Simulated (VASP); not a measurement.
Mo:

```
Mo
1.0
    -1.57342    1.57342    1.57342
     1.57342   -1.57342    1.57342
     1.57342    1.57342   -1.57342
Mo
1
Cartesian
  0.0000 0.0000 0.0000
```

- Program: VASP 6.6.1
- Task: relaxation of cell and atoms
- Functional: PBE
- Dispersion: D3(BJ)
- Potentials or basis: VASP PAW PBE potentials, release 64 (Mo_sv)
- Cutoff: 600 eV
- k mesh: 16 × 16 × 16
- Occupations: methfessel-paxton, width 0.1 eV
- Spin: no spin polarisation

At the start: pressure -3.9 GPa; volume 15.58 Å³/atom.

Task: How do energy, volume and symmetry change on relaxing?

Result: Over 3 steps the energy falls by 2.8 meV/atom and the volume is 15.36 Å³/atom (-1.4 %); space group Im-3m (No. 229, to 0.05 Å).

Step by step:
```
step  energy change (eV)  largest force (eV/Å)  pressure (GPa)  volume (Å³)
   1              0.0000                0.0000           -3.92        15.58
   2              0.0205                0.0000           12.52        14.74
   3             -0.0028                0.0000           -0.07        15.36
```

Final structure:
```xyz
1
Lattice="-1.5659 1.5659 1.5659 1.5659 -1.5659 1.5659 1.5659 1.5659 -1.5659" Properties=species:S:1:pos:R:3 pbc="T T T"
Mo    0.0000    0.0000    0.0000
```

Caveat: pairwise dispersion overbinds metals, which lowers pressure and volume.
